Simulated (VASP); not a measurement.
Given:

```xyz
4
Lattice="2.2057 -6.2199 0.0000 2.2057 6.2199 0.0000 0.0000 0.0000 4.5442" Properties=species:S:1:pos:R:3 pbc="T T T"
In     2.2057     1.4134     1.1365
In     2.2057    -1.4134     3.4086
Cl     2.2057     4.2850     1.2083
Cl     2.2057    -4.2850     3.4804
```

All values below come from PBEsol GGA, VASP's PBE PAW potentials (set 64) (plane waves; VASP 6.6.1). Numerical set-up: 300 eV cut-off, 6×6×5 Γ-centred mesh, Gaussian smearing of 0.010 eV, potentials In_d Cl.

At this cut-off the stress carries a Pulay error, which pulls relaxed volumes low.

Task: What does the run give for the energy per atom (σ→0), pressure, largest force?

Result: 
```
Item                            Value
---------------------  --------------
energy per atom (σ→0)  -3.234 eV/atom
pressure                    -2.47 GPa
largest force              0.110 eV/Å
```

The absolute energy has meaning only against runs of the same code, potentials and settings.

The structure comes from a computed database's InCl entry (Cmc2_1); how it stands against other phases isn't given here. The cell was not relaxed at this level.
